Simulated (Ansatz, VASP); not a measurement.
## Na14Si40O87 (glassy 85SiO2-15Na2O (mol %)) in two plane-wave programs

One calculation is typed for both programs; each brings its own data sets. How far apart do they land? The cell is taken from a series of runs on this material, whose earlier steps may have relaxed, scaled, displaced or heated it; both programs get it as it stands.

Method: plane waves, with VASP 6.6.1 beside it; PBEsol, in Ansatz 0.2.0.

### Step 1. Set-up

The cell holds 141 atoms: 40 Si, 14 Na and 87 O. Its edges and angles: a = 12.162 Å, b = 12.322 Å, c = 12.484 Å, α = 89.1°, β = 89.2°, γ = 89.5°. As first built, before any earlier steps moved the atoms or strained the cell (in the runner's words): 141 atoms (40 Si, 14 Na, 87 O) placed at random at 2.32 g/cm^3, melted at 4000 K for 10 ps at fixed volume with the Morse and Coulomb pair potential with partial charges (Pedone, Malavasi, Menziani, Cormack and Segre, J. Phys. Chem. B 110, 11780 (2006)). Quenched from 4000 K to 300 K at 100 K/ps and fixed volume, held 10 ps at zero pressure.

### Step 2. VASP: single point, PBEsol

A single point takes one fixed geometry, so differences don't come from the geometry; what else differs is listed under the comparison.

Lines of VASP's logs that name or quote its potential files are left out, and so is its time.

INCAR

```
SYSTEM = Na14Si40O87
PREC = Accurate
ENCUT = 600
EDIFF = 1E-06
NELM = 120
ISMEAR = 0
SIGMA = 0.01
LREAL = Auto
ALGO = Normal
GGA = PS
NBANDS = 488
LORBIT = 11
LWAVE = .FALSE.
LCHARG = .FALSE.
ISIF = 2
LASPH = .TRUE.
GGA_COMPAT = .FALSE.
EFERMI = MIDGAP
```

POSCAR

```
Na14Si40O87
1.0
   12.1620300000      0.0523900000      0.0807500000
    0.0523900000     12.3211200000      0.0993400000
    0.0807500000      0.0993400000     12.4831300000
Si Na O
40 14 87
Direct
    0.9711200000      0.4654800000      0.0444000000
    0.2350600000      0.3398800000      0.7883800000
    0.3200200000      0.3032300000      0.0759100000
    0.8990700000      0.4794300000      0.6343100000
    0.0459700000      0.6705700000      0.5670200000
    0.9500900000      0.7702100000      0.1375100000
    0.2332400000      0.3776700000      0.5499000000
    0.9975600000      0.9475800000      0.4115200000
    0.5968500000      0.8876200000      0.2724800000
    0.8435600000      0.2941200000      0.7700800000
    0.5357900000      0.4467200000      0.2908700000
    0.7113700000      0.0027100000      0.9047300000
    0.1863600000      0.0967100000      0.9954000000
    0.7226300000      0.2449400000      0.9720600000
    0.0507700000      0.1618900000      0.3075200000
    0.7854700000      0.9472100000      0.1280800000
    0.1333500000      0.9415100000      0.1947000000
    0.6738000000      0.6471900000      0.2423500000
    0.4415900000      0.5085500000      0.4925700000
    0.8591000000      0.1786800000      0.1745300000
    0.6475200000      0.2230900000      0.3124100000
    0.2797600000      0.1651300000      0.4306800000
    0.6081700000      0.0414500000      0.4815100000
    0.0258000000      0.2525800000      0.9203400000
    0.0563800000      0.7267000000      0.8017400000
    0.2095800000      0.5279800000      0.1026800000
    0.4663700000      0.7171800000      0.8312500000
    0.8334200000      0.8079000000      0.5101200000
    0.3681300000      0.9970100000      0.5817900000
    0.3760600000      0.9285100000      0.1616600000
[... 105 atom lines left out ...]
    0.3967100000      0.1578400000      0.3649000000
    0.9927000000      0.3438500000      0.0066400000
    0.1792000000      0.1932800000      0.3525000000
    0.3487300000      0.8699700000      0.5905800000
    0.7873200000      0.2435700000      0.6694100000
    0.8984800000      0.4708800000      0.1558100000
```

KPOINTS

```
Automatic mesh
0
Gamma
1 1 1
0 0 0
```

Potentials, in the order of the species: Si, Na_pv and O (PBE family, release 64).

Command:

```sh
export OMP_NUM_THREADS=3
mpirun -np 1 vasp_gam
```

Numbers of over 12 decimals in the logs are rounded to 6 here.

Log:

```text
[banner, memory and clock lines left out]
running    1 mpi-ranks, on    1 nodes
[...]
Offloading initialized ...    1 GPUs detected
[...]
|                                                                             |
|               ----> ADVICE to this user running VASP <----                  |
|                                                                             |
|     You enforced a specific xc type in the INCAR file but a different       |
|     [... a line on the potential file left out ...]
|     I HOPE YOU KNOW WHAT YOU ARE DOING!                                     |
|                                                                             |

 LDA part: xc-table for (Slater+PW92), standard interpolation
 POSCAR, INCAR and KPOINTS ok, starting setup
[...]
entering main loop
       N       E                     dE             d eps       ncg     rms          rms(c)
DAV:   1     0.103399017225E+05    0.10340E+05   -0.46162E+05   976   0.191E+03
DAV:   2     0.272201617208E+03   -0.10068E+05   -0.95741E+04  1112   0.489E+02
DAV:   3    -0.112518780282E+04   -0.13974E+04   -0.13685E+04  1064   0.201E+02
DAV:   4    -0.120619395272E+04   -0.81006E+02   -0.80089E+02  1224   0.529E+01
[...]
DAV:  18    -0.107471618912E+04    0.20872E-05   -0.29226E-05  1176   0.983E-03    0.211E-02
DAV:  19    -0.107471619013E+04   -0.10139E-05   -0.21832E-05  1072   0.107E-02    0.757E-03
DAV:  20    -0.107471619091E+04   -0.78107E-06   -0.58557E-06  1128   0.573E-03
   1 F= -.10747162E+04 E0= -.10747162E+04  d E =0.000000E+00
```

From OUTCAR (step 2):

```text
  Total        3.6174117      3.5330350      3.5426328      0.1142273     -0.0249585      0.0105389
  in kB        3.0987251      3.0264468      3.0346685      0.0978487     -0.0213798      0.0090278
  external PRESSURE =       3.0532801 kB  Pullay stress =       0.0000000 kB

 POSITION                                       TOTAL-FORCE (eV/Angst)
 -----------------------------------------------------------------------------------
     11.83876      5.79052      0.67891        -0.019574     -0.044532     -0.005850
      2.94027      4.27833      9.89419         0.040757     -0.003341     -0.002620
[...]
7.57936      3.73384      0.56086         0.014480     -0.017662      0.009382
      9.41240      2.71523      3.43185         0.024215     -0.007893     -0.017757
      9.57732      6.70551      8.08701        -0.111955      0.054673      0.015678
      2.82413      4.87966      1.39391        -0.035897      0.032568      0.001624
     12.17797      3.45834      4.92644         0.008492     -0.100589     -0.048084
     10.43011      0.63405      2.20999         0.015313      0.011180      0.005652
      6.44287      8.72439     12.00406        -0.052081      0.037991      0.003596
      4.72867      0.75691      2.22725        -0.006313      0.001092     -0.016476
      1.70669      5.13769      5.88367        -0.004620      0.000854     -0.018013
      7.17762      7.06211      3.89849        -0.009712      0.000617      0.018785
      7.45200     11.84885      4.91646         0.002647      0.015827      0.008888
[...]
-----------------------------------------------------------------------------------
    total drift:                               -0.007467      0.001533      0.056274

  FREE ENERGIE OF THE ION-ELECTRON SYSTEM (eV)
  ---------------------------------------------------
  free  energy   TOTEN  =     -1074.7161909115 eV

  energy  without entropy=    -1074.7161909115  energy(sigma->0) =    -1074.71619091

[... 3 further parts left out ...]
[key lines of the parts left out:]
E-fermi :   3.8940
```

The run ends at a pressure of 0.31 GPa, with forces up to 0.20 eV/Å.

### Step 3. Ansatz: single point, PBEsol

Ansatz runs on its default PAW (the set named soft_2) files.

The same cell, functional and mesh now go to Ansatz, which takes its cutoff from its data sets.

input.yaml

```yaml
crystal:
  lattice:
    - [12.16203, 0.05239, 0.08075]
    - [0.05239, 12.32112, 0.09934]
    - [0.08075, 0.09934, 12.48313]
  atoms:
    - { symbol: Si, position: [0.97112, 0.46548, 0.0444] }
    - { symbol: Si, position: [0.23506, 0.33988, 0.78838] }
    - { symbol: Si, position: [0.32002, 0.30323, 0.07591] }
    - { symbol: Si, position: [0.89907, 0.47943, 0.63431] }
    - { symbol: Si, position: [0.04597, 0.67057, 0.56702] }
    - { symbol: Si, position: [0.95009, 0.77021, 0.13751] }
    - { symbol: Si, position: [0.23324, 0.37767, 0.5499] }
    - { symbol: Si, position: [0.99756, 0.94758, 0.41152] }
    - { symbol: Si, position: [0.59685, 0.88762, 0.27248] }
    - { symbol: Si, position: [0.84356, 0.29412, 0.77008] }
    - { symbol: Si, position: [0.53579, 0.44672, 0.29087] }
    - { symbol: Si, position: [0.71137, 0.00271, 0.90473] }
    - { symbol: Si, position: [0.18636, 0.09671, 0.9954] }
    - { symbol: Si, position: [0.72263, 0.24494, 0.97206] }
    - { symbol: Si, position: [0.05077, 0.16189, 0.30752] }
    - { symbol: Si, position: [0.78547, 0.94721, 0.12808] }
    - { symbol: Si, position: [0.13335, 0.94151, 0.1947] }
    - { symbol: Si, position: [0.6738, 0.64719, 0.24235] }
    - { symbol: Si, position: [0.44159, 0.50855, 0.49257] }
    - { symbol: Si, position: [0.8591, 0.17868, 0.17453] }
    - { symbol: Si, position: [0.64752, 0.22309, 0.31241] }
    - { symbol: Si, position: [0.27976, 0.16513, 0.43068] }
    - { symbol: Si, position: [0.60817, 0.04145, 0.48151] }
    - { symbol: Si, position: [0.0258, 0.25258, 0.92034] }
    - { symbol: Si, position: [0.05638, 0.7267, 0.80174] }
    - { symbol: Si, position: [0.20958, 0.52798, 0.10268] }
    - { symbol: Si, position: [0.46637, 0.71718, 0.83125] }
    - { symbol: Si, position: [0.83342, 0.8079, 0.51012] }
    - { symbol: Si, position: [0.36813, 0.99701, 0.58179] }
    - { symbol: Si, position: [0.37606, 0.92851, 0.16166] }
[... 105 atom lines left out ...]
    - { symbol: O, position: [0.39671, 0.15784, 0.3649] }
    - { symbol: O, position: [0.9927, 0.34385, 0.00664] }
    - { symbol: O, position: [0.1792, 0.19328, 0.3525] }
    - { symbol: O, position: [0.34873, 0.86997, 0.59058] }
    - { symbol: O, position: [0.78732, 0.24357, 0.66941] }
    - { symbol: O, position: [0.89848, 0.47088, 0.15581] }
kpoints:
  mp_grid: { grid: [1, 1, 1] }
hamiltonian:
  xc: pbesol
scf:
  occupations: { method: fixed }
output:
  forces: true
  stress: true
  populations: intrinsic
  dos:
    method: { smearing: { sigma: 0.15 } }
    de: 0.1
    projected: { site_lists: { Na: [Na], O: [O], Si: [Si] } }
  eigenvalues: true
  write_density: true
  write_potential: true
  volumetric_format: npy
```

Command:

```sh
ansatz run input.yaml --threads 4 --pin off --max-ram 8192MiB --backend cpu --events-out ev --progress --plain --runs-dir out
```

Log:

```text
Engine: ansatz 0.2.0, aarch64-unknown-linux-gnu
Pseudopotentials: kind: paw
Pseudopotential: Si, paw, valence charge 4, recommended cutoff 420 eV (normal), Si.paw.azcp
Pseudopotential: Na, paw, valence charge 9, recommended cutoff 420 eV (normal), Na.paw.azcp
Pseudopotential: O, paw, valence charge 6, recommended cutoff 420 eV (normal), O.paw.azcp
Functional definition: PBEsol
  exchange = pbesol_x
  correlation = pbesol_c
Crystal: 141 atoms, lattice volume = 1870.361 Å³
Basis set: ecut = 420 eV, 36559 PW (Γ), exchange–correlation on 180×180×180 points (8 copies of the dense FFT grid, shifted against one another)
Bands: 545, of which v1, the nominal top of the filled ones, is band 404 counted from 1 (403 counted from 0)
Symmetry: 1 space group operations
Space group: P1 (ITA 1), of the structure as read, at distance tolerance 1.2e-4 Å
k-points: 1
Non-local potential: Si, projectors of the file, l = 0: 2, l = 1: 2, l = 2: 2
Non-local potential: Na, projectors of the file, l = 0: 3, l = 1: 2, l = 2: 1
Non-local potential: O, projectors of the file, l = 0: 2, l = 1: 2, l = 2: 1
PAW form: soft (Blöchl's): semilocal exchange-correlation on the pseudo side does not see the compensation charge
PAW frozen core: Si, regenerated for the run's functional, and the local potential with it (the file was generated under x = pbe(κ = 0.804, μ = 0.219515), c = pbe(β = 0.066725))
PAW frozen core: Na, regenerated for the run's functional, and the local potential with it (the file was generated under x = pbe(κ = 0.804, μ = 0.219515), c = pbe(β = 0.066725))
PAW frozen core: O, regenerated for the run's functional, and the local potential with it (the file was generated under x = pbe(κ = 0.804, μ = 0.219515), c = pbe(β = 0.066725))
PAW one-centre angular grid: Si, 110 points (default); XC on 64 Gauss nodes
PAW one-centre angular grid: Na, 110 points (default); XC on 64 Gauss nodes
PAW one-centre angular grid: O, 110 points (default); XC on 64 Gauss nodes
Initial density: superposition of atomic densities (neutral atoms: chi_scale 0, normalization atom), corrected by the library's trained network
Initial wavefunctions: pseudopotential atomic-orbital guess
Functional: x = pbesol(κ = 0.804, μ = 0.123457), c = pbesol(β = 0.046)
SCF iter   1: F=—  HF=-94466.996575 eV  |F-HF|=—  |Δ(HF+E_count)|=         —  Δρ=1.14e-2  dr2=1.92e0  ethr=1.77e-3  ⟨swp⟩=4.0  Hψ=2103  notcnv=0  defer=134
preconditioner: auto → Resta (q_TF=auto, 2.372 Å⁻¹)  ε∞=2.9  [insulator: Δε(μ)=3.510 eV  Ē_g=17.443 eV  n_scr=440 (ndim 8)  ℏωp=24.0 eV  f_vac=0.165  ε∞_Penn≈2.9]
SCF iter   2: F=—  HF=-94466.437853 eV  |F-HF|=—  |Δ(HF+E_count)|=   5.59e-1  Δρ=1.93e-3  dr2=4.95e-2  ethr=2.37e-4  ⟨swp⟩=2.0  Hψ=884  notcnv=0  defer=139
SCF iter   3: F=—  HF=-94466.434948 eV  |F-HF|=—  |Δ(HF+E_count)|=   2.90e-3  Δρ=8.45e-4  dr2=1.56e-2  ethr=6.13e-6  ⟨swp⟩=2.0  Hψ=686  notcnv=0  defer=139
SCF iter   4: F=—  HF=-94466.436443 eV  |F-HF|=—  |Δ(HF+E_count)|=   1.50e-3  Δρ=6.16e-4  dr2=6.69e-3  ethr=1.93e-6  ⟨swp⟩=2.0  Hψ=686  notcnv=0  defer=139
SCF iter   5: F=—  HF=-94466.435409 eV  |F-HF|=—  |Δ(HF+E_count)|=   1.03e-3  Δρ=9.65e-5  dr2=2.82e-4  ethr=8.28e-7  ⟨swp⟩=2.0  Hψ=686  notcnv=0  defer=139
SCF iter   6: F=—  HF=-94466.435522 eV  |F-HF|=—  |Δ(HF+E_count)|=   1.13e-4  Δρ=4.53e-5  dr2=3.89e-5  ethr=3.49e-8  ⟨swp⟩=2.0  Hψ=801  notcnv=0  defer=135
SCF iter   7: F=—  HF=-94466.439914 eV  |F-HF|=—  |Δ(HF+E_count)|=   4.39e-3  Δρ=2.20e-5  dr2=7.95e-6  ethr=4.81e-9  ⟨swp⟩=2.0  Hψ=948  notcnv=0  defer=134
SCF iter   8: F=—  HF=-94466.439916 eV  |F-HF|=—  |Δ(HF+E_count)|=   1.96e-6  Δρ=6.28e-6  dr2=7.48e-7  ethr=9.84e-10  ⟨swp⟩=2.0  Hψ=692  notcnv=0  defer=134
SCF iter   9: F=—  HF=-94466.439917 eV  |F-HF|=—  |Δ(HF+E_count)|=   1.09e-6  Δρ=4.02e-6  dr2=2.63e-7  ethr=1.24e-11  ⟨swp⟩=21.0  Hψ=5164  notcnv=0
SCF iter  10: F=-94466.439917 eV  HF=-94466.439917 eV  |F-HF|=2.29e-8  |Δ(HF+E_count)|=   4.26e-8  Δρ=1.21e-6  dr2=2.97e-8  ethr=1.24e-11  ⟨swp⟩=8.0  Hψ=3081  notcnv=0
SCF 1 converged in 10 iterations: F = -94466.439917 eV  dr2 = 2.97e-8
  greatest PAW one-centre occupation: 0.999 electrons in one spin orbital (limit 2), on the Na atom at site 51 (counted from 0), in its partial waves of l = 0
[...]
0.002649      -0.018973       0.007210
        0.010692       0.007210      -0.002244
  P = ⅓ Tr σ = -0.0160 GPa (-0.160 kbar)
--- Band table (eV) ---
  k-point 0: bands = [... 400 lower, 3.5450, 3.5712, 3.7130, 3.8071, 7.2601, 8.5387, 8.6474, 8.6894, ... 137 higher]
--- intrinsic populations: 141 sites ---
  site symbol       q [e]
     0     Si      2.2639
     1     Si      2.2591
     2     Si      2.2783
     3     Si      2.3626
     4     Si      2.3783
     5     Si      2.2982
     6     Si      2.2851
     7     Si      2.4047
     8     Si      2.2635
     9     Si      2.3718
    10     Si      2.3016
    11     Si      2.2717
    12     Si      2.3198
    13     Si      2.2685
    14     Si      2.3459
    15     Si      2.2821
    16     Si      2.3793
    17     Si      2.2781
    18     Si      2.4455
    19     Si      2.2711
    20     Si      2.2793
    21     Si      2.2929
    22     Si      2.2859
    23     Si      2.2700
[...]
133      O      6.8872
   134      O      6.8847
   135      O      6.8838
   136      O      6.8585
   137      O      6.8740
   138      O      7.0549
   139      O      7.0457
   140      O      6.8717
  spilling = -0.000000 (of n_electrons = 808.000000)
```

### Step 4. Side by side

Known differences besides the potentials themselves: fixed occupations in Ansatz, narrow Gaussian smearing in VASP; the data sets hold 808 valence electrons in Ansatz (on its default PAW (the set named soft_2) files) and 780 in VASP; the cutoff is 420 eV in Ansatz and 600 eV in VASP (PREC = Accurate, projectors in real space); Ansatz makes its cores anew for this functional, VASP keeps those of its PBE data sets. Total energies have different zeros and are not compared.

The two programs side by side:

```tsv
quantity	Ansatz	VASP	difference
pressure (GPa)	-0.02	0.31	-0.32
gap on the k mesh (eV)	3.453	3.447	+0.006
```

Forces on 7 of the 141 atoms, those with the largest forces and the largest differences (eV/Å; atoms numbered as in POSCAR):

```tsv
atom	Ansatz x, y, z	VASP x, y, z
Si35	-0.002, -0.001, -0.006	0.126, 0.125, -0.011
O65	-0.005, -0.004, 0.008	-0.170, -0.095, 0.053
O69	0.002, 0.002, -0.005	0.094, -0.063, -0.113
O86	-0.008, 0.000, -0.002	-0.148, -0.050, -0.010
O92	0.002, -0.001, 0.009	0.036, 0.056, 0.134
O139	0.000, -0.001, 0.002	-0.014, -0.153, 0.014
O140	-0.003, 0.002, 0.001	-0.068, -0.061, -0.116
```

The forces differ by 36 meV/Å r.m.s., where the r.m.s. force is 0.006 eV/Å in Ansatz and 0.037 eV/Å in VASP: the atoms lie near their places of rest in Ansatz, so a percentage would say little (all taken over all components). A gap on the mesh is an upper bound, since the band edges may lie between its points.

### Step 5. Summary of results

```yaml
r_m_s_force_difference_single_point_pbesol: 36 meV/Å
```

The r.m.s. force difference is 36 meV/Å (single point, PBEsol), beyond the 12 meV/Å picked in this series as the mark of a large difference. The data sets hold unlike numbers of valence electrons (808 in Ansatz and 780 in VASP), so part of the differences may come from the potentials. What causes the difference of the single point, PBEsol pair stays open here. Such differences can come from data sets, numerical settings and the points named under the comparisons, not from the functional's error against experiment.

[Lines on the potential files, build, host, timing and source positions are cut from VASP's logs without a mark.]

[Logs are printed without paths, hosts, clocks, repeated set-up lines and the standing remarks that a program may print on its own settings, such as how far it seeks lower states.]

[Hosts, paths, dates, database ids (printed as entryN), source tags and the programs' standing remarks are cut or masked in the printed files.]
